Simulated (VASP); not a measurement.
Given:

```
Si
1.0
   -3.32305     3.32305     3.32305
    3.32305    -3.32305     3.32305
    3.32305     3.32305    -3.32305
Si
8
Direct
  0.20115   0.50000   0.00000
  0.79885   0.50000   0.00000
  0.00000   0.20115   0.50000
  0.00000   0.79885   0.50000
  0.29885   0.29885   0.29885
  0.70115   0.70115   0.70115
  0.50000   0.00000   0.20115
  0.50000   0.00000   0.79885
```

All values below come from r2SCAN meta-GGA, VASP's PBE PAW potentials (set 64) (plane waves; VASP). Numerical set-up: 400 eV cut-off, 7×7×7 Γ-centred mesh, tetrahedra with Blöchl corrections, potentials Si.

The cores are frozen, which limits the accuracy of field gradients.

Q: Give the principal components of the electric field gradient (V/Å²) and the asymmetry η at each nucleus.

A: 
```json
[
 {"atom": "Si1", "Vxx": "7.5", "Vyy": "7.5", "Vzz": "-15.0", "η": "0.00"},
 {"atom": "Si2", "Vxx": "7.5", "Vyy": "7.5", "Vzz": "-15.0", "η": "0.00"},
 {"atom": "Si3", "Vxx": "7.5", "Vyy": "7.5", "Vzz": "-15.0", "η": "0.00"},
 {"atom": "Si4", "Vxx": "7.5", "Vyy": "7.5", "Vzz": "-15.0", "η": "0.00"},
 {"atom": "Si5", "Vxx": "7.5", "Vyy": "7.5", "Vzz": "-15.0", "η": "0.00"},
 {"atom": "Si6", "Vxx": "7.5", "Vyy": "7.5", "Vzz": "-15.0", "η": "0.00"},
 {"atom": "Si7", "Vxx": "7.5", "Vyy": "7.5", "Vzz": "-15.0", "η": "0.00"},
 {"atom": "Si8", "Vxx": "7.5", "Vyy": "7.5", "Vzz": "-15.0", "η": "0.00"}
]
```

The structure comes from a computed database's Si entry (Ia-3); how it stands against other phases isn't given here. It was relaxed first.
